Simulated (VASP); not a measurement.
Consider the following.

```yaml
crystal:
  lattice:
    - [3.78591, 0.00000, 0.00000]
    - [0.00000, 3.78591, 0.00000]
    - [0.00000, 0.00000, 3.78591]
  atoms:
    - { symbol: Cu, position: [0.50000, 0.00000, 0.00000] }
    - { symbol: Cu, position: [0.00000, 0.50000, 0.00000] }
    - { symbol: Cu, position: [0.00000, 0.00000, 0.50000] }
    - { symbol: N, position: [0.00000, 0.00000, 0.00000] }
```

The numbers are results of PBE GGA with D3 dispersion (Becke-Johnson damping) with spin-orbit coupling, VASP's PBE PAW potentials (set 64) (plane waves; VASP), not measurements. Run with 520 eV cut-off, 5×5×5 Γ-centred mesh, Gaussian smearing of 0.050 eV, potentials Cu N.

### Question
What does the run give for the energy per atom (σ→0), band gap (over mesh and band path) with the smallest direct gap where there is one?

### Answer

```json
{
  "band gap (over mesh and band path)": "0.08 eV",
  "smallest direct gap (over mesh and band path)": "0.67 eV",
  "energy per atom (σ→0)": "-4.951 eV/atom"
}
```

The structure comes from a measured Cu3N entry (Pm-3m) of the Crystallography Open Database, whose conditions weren't checked. It was relaxed first.
